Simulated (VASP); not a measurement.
# RbMg6Zn (Amm2) in VASP: a series of runs

The runs below take RbMg6Zn through single point, with RPBE.

Program: VASP 6.6.1. These are calculated values, not measurements. Logs are shortened: lines on timing, memory, paths and dates and some standing lists are left out, and cuts for length are marked.

## 1. Starting point

It takes space group Amm2 (No. 38, orthorhombic). Conventional cell: a = 5.218 Å, b = 7.041 Å, c = 11.737 Å, α = 90.00°, β = 90.00°, γ = 90.00°. Around Rb (site symmetry mm2) lie 10 Mg at 3.37 to 3.52 Å and 2 Zn at 3.43 Å. Zn (site symmetry mm2) has 6 Mg at 2.90 to 3.19 Å as nearest neighbours. Mg (site symmetry mm2) has 10 Mg at 3.22 to 3.50 Å and 2 Rb at 3.52 Å as nearest neighbours. Mg (site symmetry m) is surrounded by 7 Mg at 3.16 to 3.50 Å and 2 Zn at 3.19 Å and 2 Rb at 3.37 to 3.48 Å. Mg (site symmetry mm2) has 10 Mg at 3.29 to 3.47 Å and 2 Zn at 3.53 Å as nearest neighbours. Mg (site symmetry m) is surrounded by 1 Zn at 2.90 Å and 5 Mg at 3.08 to 3.22 Å.

The cell comes from a database or a generator and needn't be the stable form of this composition.

## 2. Single point, RPBE

File INCAR:

```
SYSTEM = RbMg6Zn
ALGO = Fast
EDIFF = 1E-6
ENCUT = 520
GGA = RP
ISIF = 2
ISMEAR = 0
LASPH = .True.
LCHARG = .False.
LREAL = .False.
LWAVE = .False.
NELM = 60
PREC = Accurate
SIGMA = 0.1
```

File KPOINTS:

```
k-points
0
Gamma
  5 5 5
  0 0 0
```

File POSCAR:

```
RbMg6Zn
5.2175
    1.000007091519      0.000000000000      0.000000000000
    0.000000000000      0.674754000958      1.124747005271
    0.000000000000     -0.674754000958      1.124747005271
Rb Zn Mg
1 1 6
Direct
    0.5000000000      0.6699030000      0.6699030000
    0.0000000000      0.8593480000      0.8593480000
    0.5000000000      0.1629480000      0.1629480000
    0.5000000000      0.6764730000      0.1584970000
    0.5000000000      0.1584970000      0.6764730000
    0.0000000000      0.3343810000      0.3343810000
    0.0000000000      0.8505310000      0.2879190000
    0.0000000000      0.2879190000      0.8505310000
```

Potentials or basis: VASP PAW PBE potentials, release 64 (Rb_sv, Zn, Mg).

On the command line:

```
cat potpaw_PBE.64/Rb_sv/POTCAR potpaw_PBE.64/Zn/POTCAR potpaw_PBE.64/Mg/POTCAR > POTCAR
mpirun -np 1 vasp_std > vasp.out
```

OUTCAR:

```text
SYSTEM = RbMg6Zn
   EDIFF = 1E-6
   ENCUT = 520
   GGA = RP
   ISIF = 2
   ISMEAR = 0
   LASPH = .True.
   LREAL = .False.
   NELM = 60
   PREC = Accurate

 ion  position               nearest neighbor table
   1  0.500  0.670  0.670-   4 3.37   5 3.37   2 3.43   2 3.43   5 3.48   4 3.48   8 3.48   7 3.48
                             7 3.48   8 3.48   3 3.52   3 3.52   6 4.72   6 4.72
   2  0.000  0.859  0.859-   7 2.90   8 2.90   4 3.19   5 3.19   4 3.19   5 3.19   1 3.43   1 3.43

   3  0.500  0.163  0.163-   7 3.22   8 3.22   7 3.22   8 3.22   6 3.29   6 3.29   4 3.34   5 3.34
                             4 3.50   5 3.50   1 3.52   1 3.52
   4  0.500  0.676  0.158-   7 3.16   7 3.16   2 3.19   2 3.19   6 3.33   6 3.33   3 3.34   1 3.37
                             5 3.39   1 3.48   3 3.50   5 3.65
   5  0.500  0.158  0.676-   8 3.16   8 3.16   2 3.19   2 3.19   6 3.33   6 3.33   3 3.34   1 3.37
                             4 3.39   1 3.48   3 3.50   4 3.65
   6  0.000  0.334  0.334-   3 3.29   3 3.29   5 3.33   4 3.33   4 3.33   5 3.33   7 3.39   8 3.39
                             8 3.47   7 3.47   1 4.72   1 4.72
   7  0.000  0.851  0.288-   2 2.90   8 3.08   4 3.16   4 3.16   3 3.22   3 3.22   6 3.39   6 3.47
                             1 3.48   1 3.48
   8  0.000  0.288  0.851-   2 2.90   7 3.08   5 3.16   5 3.16   3 3.22   3 3.22   6 3.39   6 3.47
                             1 3.48   1 3.48

  LATTYP: Found a base centered orthorhombic cell.
 ALAT       =     7.0410580000
 B/A-ratio  =     1.6668993495
 C/A-ratio  =     0.7410160518

  Lattice vectors:

 A1 = (   0.0000000000,   3.5205290000,  -5.8683675000)
 A2 = (   0.0000000000,   3.5205290000,   5.8683675000)
 A3 = (   5.2175370000,   0.0000000000,   0.0000000000)

Analysis of symmetry for initial positions (statically):
=====================================================================
 Subroutine PRICEL returns:
 Original cell was already a primitive cell.

 Routine SETGRP: Setting up the symmetry group for a
 base centered orthorhombic supercell.

 Subroutine GETGRP returns: Found  4 space group operations
 (whereof  4 operations were pure point group operations)
 out of a pool of  8 trial point group operations.

The static configuration has the point symmetry C_2v.

Analysis of symmetry for dynamics (positions and initial velocities):
=====================================================================
 Subroutine PRICEL returns:
 Original cell was already a primitive cell.

 Routine SETGRP: Setting up the symmetry group for a
 base centered orthorhombic supercell.

 Subroutine GETGRP returns: Found  4 space group operations
 (whereof  4 operations were pure point group operations)
[... 126 lines left out ...]
   NUPDOWN=      -1.0000    fix difference up-down
   EMIN   =  10.00;   EMAX   =-10.00  energy-range for DOS
   EFERMI =   0.00;   METHOD = LEGACY
   ISMEAR =     0;   SIGMA  =   0.10  broadening in eV -4-tet -1-fermi 0-gaus
   EFERMI_NEDOS =   21; number of points for ismear=-14 and -15
   IALGO  =     68    algorithm
   IMIX   =      4    mixing-type and parameters
     AMIX     =   0.40;   BMIX     =  1.00
     AMIX_MAG =   1.60;   BMIX_MAG =  1.00
  volume/ion in A,a.u.               =      26.95       181.86
  Fermi-wavevector in a.u.,A,eV,Ry     =   0.875735  1.654899 10.434461  0.766911
  Thomas-Fermi vector in A             =   1.995447
   LORBIT       =      0    0 simple, 1 ext, 2 COOP (PROOUT), +10 PAW based schemes
   GGA     = RP    functional components
   LHFCALC =     F    Hartree Fock is set to
   AEXX    =    0.0000 exact exchange contribution
   IVDW    =     0    specifies the selected vdW correction
   LEPSILON=     F    determine dielectric tensor
   LRPA    =     F    only Hartree local field effects (RPA)
 non-spin polarized calculation
 RMM-DIIS sequential band-by-band and
 Gauss-broadening in eV      SIGMA  =   0.10
  energy-cutoff  :      520.00
  volume of cell :      215.59
 maximum number of plane-waves:      5825
 NGX is ok and might be reduce to    40
   NGX = 19   NGY = 25   NGZ = 25

 number of electron      32.9999998 magnetization

 Free energy of the ion-electron system (eV)
  ---------------------------------------------------
  ext. energy  EPLUGINS =         0.00000000
  ---------------------------------------------------
  free energy    TOTEN  =        -7.75667231 eV

  energy without entropy =       -7.74026629  energy(sigma->0) =       -7.74846930

 E-fermi :   2.0342     XC(G=0):  -8.1640

 val. band max:        2.0296045704   @ k =   0.4000   0.2000   0.2000
 cond. band min:       2.0353666412   @ k =   0.2000   0.4000  -0.0000
 fundamental gap:      0.0057620708
 Fermi energy:         2.0342020939

 k-point     1 :       0.0000    0.0000    0.0000
  band No.  band energies     occupation
      1     -25.5030      2.00000
      2      -9.8177      2.00000
      3      -9.7961      2.00000
      4      -9.6948      2.00000
      5      -4.9771      2.00000
      6      -4.9522      2.00000
[... 565 lines left out ...]
     20       3.7062      0.00000
     21       4.2744      0.00000

 [... further k-points ...]

------------------------ aborting loop because EDIFF is reached ----------------------------------------

  FORCE on cell =-STRESS in cart. coord.  units (eV):
  Direction    XX          YY          ZZ          XY          YZ          ZX
  --------------------------------------------------------------------------------------
  -------------------------------------------------------------------------------------
  Total        1.5757735      0.6349368      1.5541240      0.0000000      0.0000000      0.0000000
  in kB       11.7107202      4.7186778     11.5498271      0.0000000      0.0000000      0.0000000
  external PRESSURE =       9.3264084 kB  Pullay stress =       0.0000000 kB

 VOLUME and BASIS-vectors are now :
 -----------------------------------------------------------------------------
  energy-cutoff  :      520.00
  volume of cell :      215.59
      direct lattice vectors                 reciprocal lattice vectors
     5.217537000  0.000000000  0.000000000     0.191661315  0.000000000  0.000000000
     0.000000000  3.520529000  5.868367500     0.000000000  0.142024111  0.085202571
     0.000000000 -3.520529000  5.868367500     0.000000000 -0.142024111  0.085202571

 POSITION                                       TOTAL-FORCE (eV/Angst)
 -----------------------------------------------------------------------------------
      2.60877      0.00000      7.86247         0.000000     -0.000000     -0.026619
      0.00000      0.00000     10.08594         0.000000     -0.000000      0.040518
      2.60877      0.00000      1.91248         0.000000     -0.000000      0.028762
      2.60877      1.82355      4.89991         0.000000     -0.003994     -0.019553
      2.60877     -1.82355      4.89991         0.000000      0.003994     -0.019553
      0.00000      0.00000      3.92454         0.000000     -0.000000     -0.028478
      0.00000      1.98069      6.68084         0.000000      0.032235      0.012462
      0.00000     -1.98069      6.68084         0.000000     -0.032235      0.012462
 -----------------------------------------------------------------------------------
    total drift:                               -0.000000      0.000000     -0.000365

  FREE ENERGIE OF THE ION-ELECTRON SYSTEM (eV)
  ---------------------------------------------------
  free  energy   TOTEN  =        -7.7566723150 eV

  energy  without entropy=       -7.7402662943  energy(sigma->0) =       -7.74846930
```

stdout:

```text
POSCAR found type information on POSCAR RbZnMg
 POSCAR found :  3 types and       8 ions
 scaLAPACK will be used
 -----------------------------------------------------------------------------
|                                                                             |
|                                                                             |
|     You enforced a specific xc type in the INCAR file but a different       |
|     I HOPE YOU KNOW WHAT YOU ARE DOING!                                     |
|                                                                             |
 -----------------------------------------------------------------------------

 LDA part: xc-table for (Slater+PW92), standard interpolation
 POSCAR, INCAR and KPOINTS ok, starting setup
 FFT: planning ... GRIDC
 FFT: planning ... GRID_SOFT
 FFT: planning ... GRID
 WAVECAR not read
 entering main loop
WARNING in EDDRMM: call to ZHEGV failed, returncode =   8  4      5
```

Run time: 3.3 min. Hardware: 1 thread of Intel Xeon Platinum 8259CL at 2.50GHz (Skylake/Cascade Lake), shared host; peak memory 0.43 GiB.

Results:

```yaml
Free_energy: -7.7567 eV
Pressure: 0.9 GPa
Largest_force: 0.041 eV/Å
Band_gap_on_the_k_mesh: none (metal or under the smearing width)
```

Forces on the atoms (eV/Å):
```
Rb   0.000  0.000 -0.027
Zn   0.000  0.000  0.041
Mg   0.000  0.000  0.029
Mg   0.000 -0.004 -0.020
Mg   0.000  0.004 -0.020
Mg   0.000  0.000 -0.028
Mg   0.000  0.032  0.012
Mg   0.000 -0.032  0.012
```

Stress tensor (GPa, compression positive):
```
1.17 0.00 0.00
0.00 0.47 0.00
0.00 0.00 1.15
```

Caveat: the PAW data sets were made with another functional, which shifts forces and pressure a little.

## 3. Single point, RPBE

File run.py:

```python
from ase.calculators.vasp import Vasp
from ase.dft.bandgap import bandgap
from ase.io import read

atoms = read('RbMg6Zn.xyz')
calc = Vasp(
    directory='calc',
    xc='rpbe',
    pp='PBE',
    setups='recommended',
    prec='Accurate',
    encut=520,
    ediff=1e-06,
    ismear=0,
    sigma=0.1,
    lreal=False,
    lasph=True,
    nelm=100,
    algo='Normal',
    isif=2,
    lwave=False,
    lcharg=False,
    kpts=[5, 5, 5],
    gamma=True,
    nbands=26,
)
atoms.calc = calc

print('energy (eV):', atoms.get_potential_energy())
print('free energy (eV):', atoms.get_potential_energy(force_consistent=True))
print('forces (eV/A):')
print(atoms.get_forces())
print('stress (eV/A^3, Voigt):', atoms.get_stress())
print('Fermi level (eV):', calc.get_fermi_level())
gap, top, bottom = bandgap(calc)
print('band gap (eV):', gap, 'from (spin, k, band)', top, 'to', bottom)
```

File RbMg6Zn.xyz:

```xyz
8
Lattice="5.2175370000 0.0000000000 0.0000000000 0.0000000000 3.5205290000 5.8683675000 0.0000000000 -3.5205290000 5.8683675000" Properties=species:S:1:pos:R:3 pbc="T T T"
Rb     2.6087685000      0.0000000000      7.8624739867
Zn     0.0000000000      0.0000000000     10.0859397488
Mg     2.6087685000      0.0000000000      1.9124774948
Mg     2.6087685000      1.8235495293      4.8999108115
Mg     2.6087685000     -1.8235495293      4.8999108115
Mg     0.0000000000      0.0000000000      3.9245411860
Mg     0.0000000000      1.9806918617      6.6808429804
Mg     0.0000000000     -1.9806918617      6.6808429804
```

Potentials or basis: VASP PAW PBE potentials, release 64 (Rb_sv, Zn, Mg).

On the command line:

```
python run.py
```

Wall time 2.7 min (1 thread of Intel Xeon Platinum 8259CL at 2.50GHz (Skylake/Cascade Lake), shared host); peak memory 0.43 GiB.

It converged, with:

| Item | Value |
| --- | --- |
| Free energy | -7.7567 eV |
| Pressure | 0.9 GPa |
| Largest force | 0.040 eV/Å |
| Band gap on the k mesh | none (metal or under the smearing width) |

Forces on the atoms (eV/Å):
```
Rb   0.000  0.000 -0.026
Zn   0.000  0.000  0.040
Mg   0.000  0.000  0.029
Mg   0.000 -0.004 -0.020
Mg   0.000  0.004 -0.020
Mg   0.000  0.000 -0.029
Mg   0.000  0.032  0.012
Mg   0.000 -0.032  0.012
```

Stress tensor (GPa, compression positive):
```
1.17 0.00 0.00
0.00 0.47 0.00
0.00 0.00 1.15
```

Levels at points of the mesh, in eV from the Fermi level:
| k point | band 15 | band 16 | band 17 | band 18 | band 19 | band 20 |
| --- | --- | --- | --- | --- | --- | --- |
| (0.00, 0.00, 0.00) | -1.06 | -0.93 | -0.89 | 0.04 | 1.91 | 2.03 |

Caveat: the PAW data sets were made with another functional, which shifts forces and pressure a little.
